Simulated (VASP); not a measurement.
Output of a VASP run:

**OSZICAR**
```
       N       E                     dE             d eps       ncg     rms          rms(c)
DAV:   1     0.210914679867E+03    0.21091E+03   -0.91424E+03  3800   0.126E+03
DAV:   2     0.401054450490E+00   -0.21051E+03   -0.20478E+03  3752   0.430E+02
DAV:   3    -0.202382222779E+02   -0.20639E+02   -0.19715E+02  6174   0.115E+02
DAV:   4    -0.217158997833E+02   -0.14777E+01   -0.14639E+01  4734   0.252E+01
DAV:   5    -0.217807589937E+02   -0.64859E-01   -0.64800E-01  5116   0.489E+00    0.167E+01
DAV:   6    -0.208112498270E+02    0.96951E+00   -0.12724E+01  4830   0.564E+01    0.865E+00
DAV:   7    -0.202734774720E+02    0.53777E+00   -0.66098E+00  4726   0.211E+01    0.571E+00
DAV:   8    -0.200870853823E+02    0.18639E+00   -0.11421E+00  4484   0.131E+01    0.948E-01
DAV:   9    -0.200895964606E+02   -0.25111E-02   -0.72034E-02  4658   0.300E+00    0.608E-01
DAV:  10    -0.200901992746E+02   -0.60281E-03   -0.27057E-03  4686   0.543E-01    0.228E-01
DAV:  11    -0.200903601514E+02   -0.16088E-03   -0.50877E-04  4188   0.203E-01    0.774E-02
DAV:  12    -0.200902519283E+02    0.10822E-03   -0.13747E-04  4644   0.115E-01    0.353E-02
DAV:  13    -0.200902493241E+02    0.26042E-05   -0.20257E-05  4564   0.440E-02    0.554E-03
DAV:  14    -0.200902489220E+02    0.40215E-06   -0.21561E-06  3614   0.164E-02
   1 F= -.20090249E+02 E0= -.20041995E+02  d E =-.965083E-01  mag=     0.0000     0.0000    -0.0000
```

File OUTCAR:
```
------------------------ aborting loop because EDIFF is reached ----------------------------------------
  FORCE on cell =-STRESS in cart. coord.  units (eV):
  Direction    XX          YY          ZZ          XY          YZ          ZX
  --------------------------------------------------------------------------------------
  Total        2.0477782      2.0477782      1.4719532      0.0000000     -0.0000000      0.0000000
  in kB       96.9690359     96.9690359     69.7018264      0.0000000     -0.0000000      0.0000000
  external PRESSURE =      87.8799661 kB  Pullay stress =       0.0000000 kB
  volume of cell :       33.83
      direct lattice vectors                 reciprocal lattice vectors
     2.955408000  0.000000000  0.000000000     0.338362757  0.000000000  0.000000000
     0.000000000  2.955408000  0.000000000     0.000000000  0.338362757  0.000000000
     0.000000000  0.000000000  3.873696000     0.000000000  0.000000000  0.258151388
 POSITION                                       TOTAL-FORCE (eV/Angst)
 -----------------------------------------------------------------------------------
      1.47770      1.47770      1.93685         0.000000      0.000000      0.000000
      0.00000      0.00000      0.00000         0.000000      0.000000      0.000000
 -----------------------------------------------------------------------------------
    total drift:                                0.000000      0.000000      0.000000
  FREE ENERGIE OF THE ION-ELECTRON SYSTEM (eV)
  ---------------------------------------------------
  free  energy   TOTEN  =       -20.0902489220 eV

  energy  without entropy=      -19.9937405990  energy(sigma->0) =      -20.04199476

 total charge

# of ion       s       p       d       tot
------------------------------------------
    1        2.241   6.165   1.934  10.341
    2        0.399   6.151   2.422   8.972
--------------------------------------------------
tot          2.640  12.316   4.356  19.313

 magnetization (x)

# of ion       s       p       d       tot
------------------------------------------
    1        0.000   0.000   0.000   0.000
    2       -0.000   0.000   0.000  -0.000
--------------------------------------------------
tot         -0.000   0.000   0.000   0.000

 magnetization (y)

# of ion       s       p       d       tot
------------------------------------------
    1        0.000   0.000   0.000   0.000
    2        0.000   0.000  -0.000  -0.000
--------------------------------------------------
tot          0.000   0.000   0.000   0.000

 magnetization (z)

# of ion       s       p       d       tot
------------------------------------------
    1        0.000   0.000   0.000   0.000
    2        0.000   0.000   0.000   0.000
--------------------------------------------------
tot          0.000   0.000   0.000   0.000

 Ion:    1  E_soc:     -0.0085936

 Ion:    2  E_soc:     -1.4716088
```
(Selected blocks of OUTCAR.)

### POSCAR
```
TaTi
1
    2.9554080000     0.0000000000     0.0000000000
    0.0000000000     2.9554080000     0.0000000000
    0.0000000000     0.0000000000     3.8736960000
Ti Ta
1 1
Direct
  0.5000000000   0.5000000000   0.5000000000
  0.0000000000   0.0000000000   0.0000000000
```

Task: Write an INCAR and KPOINTS that could have produced this output.

Result: This is not unique; one that fits is the input of the run itself, PBE GGA with spin-orbit coupling, plane waves, VASP's PBE PAW potentials (set 64).

**INCAR**
```
# general
SYSTEM       =TaTi
PREC         =Accurate
ENCUT        =300   # plane-wave cut-off (eV)
LREAL        =.False.
LASPH        =.True.

# electronic loop
EDIFF        =1E-6   # SCF stop (eV)
NELM         =100   # most electronic steps
ALGO         =Normal   # blocked Davidson
LMAXMIX      =6   # l cut-off of mixed one-centre charges

# smearing
ISMEAR       =-1
SIGMA        =0.1

# functional
GGA          =PE
GGA_COMPAT   =.False.

# spin
MAGMOM       =6*0.0
LSORBIT      =.True.
LNONCOLLINEAR=.True.

# ions
ISIF         =2   # forces and stress, cell fixed

# output
LWAVE        =.False.
LCHARG       =.False.
LORBIT       =11
```

### KPOINTS
```
kpoints
0
G
8 8 6
```

POTCAR, in this order: Ti_sv Ta_pv (PBE.64 set). Program: vasp_ncl.

At this cut-off the stress carries a Pulay error, which pulls relaxed volumes low.

The structure was generated: TaTi was put into an ordered model structure, which need not be its known phase. The cell was not relaxed at this level. The run is one of a series of settings (GGA_COMPAT = .FALSE., LNONCOLLINEAR = .TRUE., LSORBIT = .TRUE., MAGMOM = 0.0 0.0 0.0 0.0 0.0 0.0, program vasp_ncl against the base run), some of them coarse on purpose.
